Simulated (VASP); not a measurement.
Crystal: P.

```
P
1.0
     1.65820   -5.24200    0.00000
     1.65820    5.24200    0.00000
     0.00000    0.00000    4.37930
P
4
Direct
  0.89838 0.10162 0.08068
  0.60162 0.39838 0.58068
  0.10162 0.89838 0.91932
  0.39838 0.60162 0.41932
```

* Program: VASP 6.6.1
* Task: relaxation of cell and atoms
* Functional: PBE
* Dispersion: D3(BJ)
* Potentials or basis: VASP PAW PBE potentials, release 64 (P)
* Cutoff: 600 eV
* k mesh: 10 × 10 × 8
* Occupations: gaussian, width 0.03 eV
* Spin: no spin polarisation

At the start: pressure -1.4 GPa; volume 19.03 Å³/atom.

How do energy, volume and symmetry change on relaxing?

Over 11 steps the energy falls by 8.1 meV/atom and the volume is 17.67 Å³/atom (-7.2 %); space group Cmce (No. 64, to 0.05 Å).

The path:
```
step  energy change (eV)  largest force (eV/Å)  pressure (GPa)  volume (Å³)
   1              0.0000                0.0690           -1.40        76.13
   2             -0.0080                0.2272            0.37        74.31
   3             -0.0082                0.2050            0.15        74.53
   4             -0.0153                0.1180            0.02        73.87
   5             -0.0199                0.0784           -0.13        72.82
   6             -0.0256                0.0638           -0.13        72.23
   7             -0.0324                0.0266           -0.04        70.63
   8             -0.0324                0.0259           -0.04        70.57
   9             -0.0325                0.0098            0.10        70.59
  10             -0.0325                0.0053            0.07        70.58
  11             -0.0325                0.0029            0.00        70.66
```

Final structure:
```xyz
4
Lattice="1.6580 -5.0974 0.0000 1.6580 5.0974 0.0000 0.0000 0.0000 4.1806" Properties=species:S:1:pos:R:3 pbc="T T T"
P     1.6580   -4.0164    0.3051
P     1.6580   -1.0810    2.3954
P     1.6580    4.0164    3.8755
P     1.6580    1.0810    1.7852
```

Caveat: pairwise dispersion overbinds metals, which lowers pressure and volume.
